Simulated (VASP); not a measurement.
Energy against volume of Ta (bcc). Method: PBE GGA with D3 dispersion (Becke-Johnson damping), VASP's PBE PAW potentials (set 64) (plane waves; VASP 6.6.1). Run with 520 eV cut-off, 16×16×16 Γ-centred mesh, first-order Methfessel-Paxton smearing of 0.10 eV, potentials Ta_pv.

```json
[
 {"V (Å³/atom)": "16.702", "E (eV/atom)": "-12.42565"},
 {"V (Å³/atom)": "17.235", "E (eV/atom)": "-12.45932"},
 {"V (Å³/atom)": "17.768", "E (eV/atom)": "-12.47004"},
 {"V (Å³/atom)": "18.301", "E (eV/atom)": "-12.46046"}
]
```

Fit these four points and predict the energy of the run at 18.834 Å³/atom.

A cubic in V^(−2/3), the third-order Birch-Murnaghan form, passes through the four points with V0 = 17.77 Å³/atom and B0 = 203 GPa, and gives -12.4329 eV/atom there. The run gave -12.4328 eV/atom, +0.1 meV/atom from the fit; all five points give B0 = 203 GPa.

The compound is Ta in the bcc structure. It was relaxed first.
